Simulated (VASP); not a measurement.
Given:

```xyz
5
Lattice="3.7302 0.0000 0.0000 0.0000 3.7302 0.0000 0.0000 0.0000 3.7302" Properties=species:S:1:pos:R:3 pbc="T T T"
Mn     0.0000     1.8651     1.8651
Mn     1.8651     0.0000     1.8651
Mn     1.8651     1.8651     0.0000
Ag     0.0000     0.0000     0.0000
N      1.8651     1.8651     1.8651
```

Calculation: LDA (Ceperley-Alder, Perdew-Zunger), VASP's LDA PAW potentials (set 64) (plane waves; VASP 6.6.1). Run with 520 eV cut-off, Gaussian smearing of 0.050 eV, potentials Mn_pv Ag N.

### Question
Give the energies of bands 19 to 32 at the high-symmetry points, in eV from the Fermi level.

### Answer

```csv
band,Γ,X,M,R
19,-4.93,-4.26,-3.99,-4.65
20,-2.55,-3.72,-2.90,-1.42
21,-2.55,-2.97,-2.90,-1.42
22,-2.55,-2.50,-2.24,-1.42
23,-1.14,-2.50,-1.43,-0.51
24,-1.14,-0.90,-1.43,-0.51
25,-0.06,-0.55,-1.13,-0.51
26,-0.06,-0.38,-1.13,-0.47
27,0.33,-0.38,-0.46,-0.47
28,0.33,-0.30,-0.15,-0.47
29,0.33,0.18,0.01,0.41
30,1.07,0.25,0.56,0.41
31,1.12,0.82,1.51,0.96
32,1.12,0.82,1.68,0.96
```

It has no gap at this level: it comes out as a metal or semimetal.

The structure comes from a computed database's Mn3AgN entry (Pm-3m); how it stands against other phases isn't given here. It was relaxed first, which changed the volume by -19 %. The run is not spin-polarised, so no magnetic state was tried. The electron count is odd and the run is not spin-polarised, which forces a metal.
